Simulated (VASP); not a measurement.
CdSi4Ge59 (a cell with a defect): electric field gradients with r2SCAN

CdSi4Ge59 (a cell with a defect):

```
CELL_PARAMETERS angstrom
11.38000 0.00000 0.00000
0.00000 11.38000 0.00000
0.00000 0.00000 11.38000
ATOMIC_POSITIONS crystal
Cd 0.00005 0.99995 0.00020
Ge 0.00560 0.24834 0.24878
Ge 0.24863 0.00539 0.24859
Ge 0.24850 0.24840 0.00546
Ge 0.12418 0.37570 0.37573
Ge 0.37553 0.12426 0.37570
Ge 0.37557 0.37566 0.12399
Ge 0.99997 0.00004 0.50014
Ge 0.99461 0.24855 0.75164
Ge 0.24847 0.99464 0.75150
Ge 0.24931 0.24942 0.50088
Ge 0.12399 0.12415 0.62776
Ge 0.12419 0.37231 0.87598
Ge 0.37233 0.12392 0.87606
Ge 0.37480 0.37459 0.62563
Ge 0.00017 0.49992 0.00006
Ge 0.99457 0.75163 0.24850
Ge 0.24919 0.50068 0.24916
Ge 0.24863 0.75155 0.99456
Ge 0.12403 0.62784 0.12399
Ge 0.12403 0.87606 0.37236
Ge 0.37468 0.62535 0.37444
Ge 0.37243 0.87589 0.12412
Ge 0.00014 0.50017 0.50010
Ge 0.00564 0.75152 0.75151
Ge 0.24943 0.49941 0.75082
Ge 0.24947 0.75085 0.49920
Ge 0.12440 0.62453 0.62439
Ge 0.37578 0.62447 0.87592
Ge 0.37565 0.87603 0.62441
Ge 0.50005 0.99993 0.00009
Ge 0.50056 0.24937 0.24928
Ge 0.75135 0.99458 0.24859
Ge 0.75171 0.24843 0.99484
Ge 0.62761 0.12409 0.12414
Ge 0.62550 0.37460 0.37454
Ge 0.87591 0.12396 0.37240
Ge 0.87629 0.37219 0.12422
Ge 0.50002 0.00015 0.50003
Ge 0.49948 0.24916 0.75098
Ge 0.75155 0.00544 0.75162
Ge 0.75082 0.24932 0.49940
Ge 0.62451 0.12414 0.62447
Ge 0.62468 0.37550 0.87602
Ge 0.87604 0.37567 0.62443
Ge 0.50017 0.49997 0.99996
Ge 0.49957 0.75057 0.24913
Ge 0.75101 0.49927 0.24930
Ge 0.75171 0.75143 0.00530
Ge 0.62472 0.62427 0.12400
Ge 0.62431 0.87587 0.37563
Ge 0.87600 0.62450 0.37564
Ge 0.50011 0.50004 0.50004
Ge 0.50075 0.75085 0.75072
Ge 0.75084 0.50068 0.75074
Ge 0.75083 0.75086 0.50065
Ge 0.62554 0.62553 0.62543
Ge 0.62777 0.87595 0.87604
Ge 0.87622 0.62760 0.87590
Ge 0.87602 0.87595 0.62781
Si 0.12688 0.12672 0.12693
Si 0.12683 0.87329 0.87330
Si 0.87331 0.12672 0.87334
Si 0.87308 0.87327 0.12685
```

The cell was built by a generator and needn't be a form met in nature.

```
Program                : VASP 6.6.1
Task                   : electric field gradients
Functional             : r2SCAN
Potentials or basis    : VASP PAW PBE potentials, release 64 (Cd, Ge, Si)
Cutoff                 : 360 eV
k mesh                 : 2 × 2 × 2
Occupations            : gaussian, width 0.02 eV
Spin                   : no spin polarisation
Charge                 : -2
Further INCAR settings : ALGO = Normal; EDIFF = 1e-08; NELECT = 266
```

The largest force is 0.009 eV/Å and the band gap on the k mesh is 0.14 eV, direct.

Forces in eV/Å, atoms in the order of the input:
```
Cd   0.000  0.001 -0.003
Ge  -0.002  0.001 -0.007
Ge  -0.004 -0.001 -0.003
Ge  -0.001 -0.001 -0.001
Ge   0.000 -0.005 -0.004
Ge   0.001 -0.002 -0.001
Ge   0.000 -0.003  0.003
Ge   0.004 -0.002 -0.003
Ge  -0.001 -0.003  0.001
Ge  -0.003 -0.001  0.005
Ge   0.003  0.000 -0.002
Ge   0.002 -0.002 -0.001
Ge  -0.001  0.001  0.002
Ge   0.002  0.001  0.000
Ge  -0.001 -0.001 -0.002
Ge  -0.003  0.003 -0.001
Ge   0.003  0.002 -0.004
Ge   0.005  0.003  0.004
Ge  -0.004  0.003  0.002
Ge   0.001 -0.003  0.002
Ge   0.001  0.000  0.003
Ge  -0.001  0.002  0.003
Ge   0.000  0.001  0.000
Ge  -0.001 -0.001 -0.001
Ge  -0.004  0.002  0.003
Ge   0.000 -0.001 -0.002
Ge  -0.002 -0.004  0.001
Ge  -0.002  0.000  0.002
Ge  -0.002  0.001  0.001
Ge  -0.002 -0.002  0.002
Ge   0.001  0.002 -0.002
Ge   0.004  0.002  0.001
Ge   0.006  0.002 -0.005
Ge   0.001 -0.003 -0.005
Ge   0.001 -0.001 -0.001
Ge   0.000 -0.001  0.004
Ge   0.002  0.000  0.001
Ge  -0.003  0.002 -0.002
Ge   0.001 -0.002 -0.001
Ge   0.001  0.004 -0.006
Ge   0.005 -0.002  0.000
Ge  -0.003  0.003 -0.002
Ge   0.002 -0.001  0.003
Ge  -0.001  0.000  0.000
Ge  -0.001 -0.003  0.002
Ge  -0.001 -0.001  0.000
Ge  -0.004  0.000  0.005
Ge  -0.005  0.002  0.001
Ge   0.001  0.004  0.001
Ge  -0.001  0.003  0.003
Ge   0.004  0.002  0.000
Ge   0.000  0.000 -0.001
Ge   0.000 -0.001 -0.001
Ge   0.000 -0.002 -0.002
Ge  -0.003  0.000 -0.001
Ge  -0.002 -0.005  0.002
Ge  -0.001 -0.002  0.001
Ge  -0.001  0.001  0.000
Ge  -0.002  0.000  0.004
Ge   0.002  0.003  0.000
Si   0.000  0.000 -0.002
Si   0.003  0.000  0.000
Si   0.000  0.004  0.002
Si   0.005 -0.001  0.000
```

Levels at points of the mesh, in eV from the valence-band top:
| k point | band 130 | band 131 | band 132 | band 133 | band 134 | band 135 | band 136 | band 137 |
| --- | --- | --- | --- | --- | --- | --- | --- | --- |
| (0.00, 0.00, 0.00) | -0.86 | 0.00 | 0.00 | 0.00 | 0.14 | 0.24 | 0.24 | 0.24 |
| (0.50, 0.00, 0.00) | -1.11 | -1.08 | -0.55 | -0.55 | 0.59 | 0.64 | 1.36 | 1.42 |
| (0.00, 0.50, 0.00) | -1.11 | -1.08 | -0.55 | -0.55 | 0.59 | 0.64 | 1.36 | 1.42 |
| (0.00, 0.00, 0.50) | -1.11 | -1.08 | -0.55 | -0.55 | 0.59 | 0.64 | 1.36 | 1.42 |
| (0.50, 0.50, 0.00) | -0.63 | -0.60 | -0.25 | -0.25 | 1.17 | 1.17 | 1.21 | 1.23 |
| (0.00, 0.50, 0.50) | -0.63 | -0.60 | -0.25 | -0.25 | 1.17 | 1.17 | 1.21 | 1.23 |
| (0.50, 0.00, 0.50) | -0.63 | -0.60 | -0.25 | -0.25 | 1.17 | 1.17 | 1.21 | 1.23 |
| (0.50, 0.50, 0.50) | -1.10 | -0.35 | -0.35 | -0.35 | 0.68 | 0.68 | 0.68 | 0.72 |

Electric field gradients, principal values (V/Å²):
| atom | Vxx | Vyy | Vzz |
| --- | --- | --- | --- |
| 1 Cd | 0.024 | 0.401 | -0.426 |
| 2 Ge | 20.148 | 28.834 | -48.981 |
| 3 Ge | 20.174 | 28.815 | -48.988 |
| 4 Ge | 20.219 | 28.706 | -48.925 |
| 5 Ge | 3.437 | 14.407 | -17.843 |
| 6 Ge | 3.572 | 14.245 | -17.818 |
| 7 Ge | 3.587 | 14.535 | -18.122 |
| 8 Ge | 1.217 | 1.487 | -2.704 |
| 9 Ge | 20.219 | 28.660 | -48.879 |
| 10 Ge | 20.231 | 28.724 | -48.955 |
| 11 Ge | 0.095 | 0.739 | -0.834 |
| 12 Ge | -2.869 | -5.806 | 8.675 |
| 13 Ge | -2.951 | -5.756 | 8.707 |
| 14 Ge | -3.039 | -5.848 | 8.887 |
| 15 Ge | -3.279 | -3.665 | 6.943 |
| 16 Ge | 1.273 | 1.437 | -2.710 |
| 17 Ge | 20.151 | 28.897 | -49.048 |
| 18 Ge | 0.513 | 0.578 | -1.091 |
| 19 Ge | 20.156 | 28.823 | -48.980 |
| 20 Ge | -3.050 | -5.791 | 8.841 |
| 21 Ge | -2.942 | -5.791 | 8.733 |
| 22 Ge | -3.227 | -3.703 | 6.930 |
| 23 Ge | -2.924 | -5.573 | 8.497 |
| 24 Ge | -0.928 | -1.137 | 2.065 |
| 25 Ge | 20.116 | 29.002 | -49.118 |
| 26 Ge | 0.102 | 0.519 | -0.622 |
| 27 Ge | 0.167 | 0.777 | -0.944 |
| 28 Ge | 3.563 | 14.205 | -17.769 |
| 29 Ge | 3.531 | 14.270 | -17.801 |
| 30 Ge | 3.459 | 14.538 | -17.997 |
| 31 Ge | 1.228 | 1.433 | -2.661 |
| 32 Ge | 0.286 | 0.436 | -0.722 |
| 33 Ge | 19.863 | 28.904 | -48.767 |
| 34 Ge | 20.360 | 28.547 | -48.906 |
| 35 Ge | -2.882 | -5.569 | 8.451 |
| 36 Ge | -3.334 | -3.489 | 6.824 |
| 37 Ge | -2.893 | -5.587 | 8.480 |
| 38 Ge | -2.856 | -5.915 | 8.771 |
| 39 Ge | -0.929 | -1.175 | 2.104 |
| 40 Ge | 0.462 | 0.598 | -1.059 |
| 41 Ge | 20.145 | 28.786 | -48.931 |
| 42 Ge | 0.293 | 0.595 | -0.888 |
| 43 Ge | 3.553 | 14.256 | -17.809 |
| 44 Ge | 3.605 | 14.481 | -18.087 |
| 45 Ge | 3.527 | 14.368 | -17.895 |
| 46 Ge | -0.969 | -1.170 | 2.139 |
| 47 Ge | 0.177 | 0.608 | -0.786 |
| 48 Ge | 0.349 | 0.722 | -1.071 |
| 49 Ge | 20.208 | 28.667 | -48.876 |
| 50 Ge | 3.528 | 14.655 | -18.184 |
| 51 Ge | 3.524 | 14.387 | -17.911 |
| 52 Ge | 3.608 | 14.412 | -18.020 |
| 53 Ge | 0.000 | 0.105 | -0.106 |
| 54 Ge | 0.315 | 0.613 | -0.927 |
| 55 Ge | 0.285 | 0.592 | -0.877 |
| 56 Ge | 0.359 | 0.512 | -0.871 |
| 57 Ge | -3.279 | -3.621 | 6.900 |
| 58 Ge | -2.879 | -5.717 | 8.596 |
| 59 Ge | -2.892 | -5.585 | 8.476 |
| 60 Ge | -2.884 | -5.733 | 8.617 |
| 61 Si | 21.876 | 22.006 | -43.882 |
| 62 Si | 21.930 | 21.954 | -43.883 |
| 63 Si | 21.895 | 22.005 | -43.900 |
| 64 Si | 21.885 | 22.016 | -43.901 |

It took 34 min on 4 MPI ranks on AMD EPYC 9R45 (Zen 5), with other jobs on the host, peak memory 0.49 GiB a rank.

Caveat: the cell carries a net charge on a neutralising background, which shifts energy and pressure; the cell is charged against a uniform background, so pressure and absolute levels hang on convention; the PAW data sets were made with another functional, which shifts forces and pressure a little. r2SCAN opens gaps a little over a GGA but as a rule still falls short of measured ones.
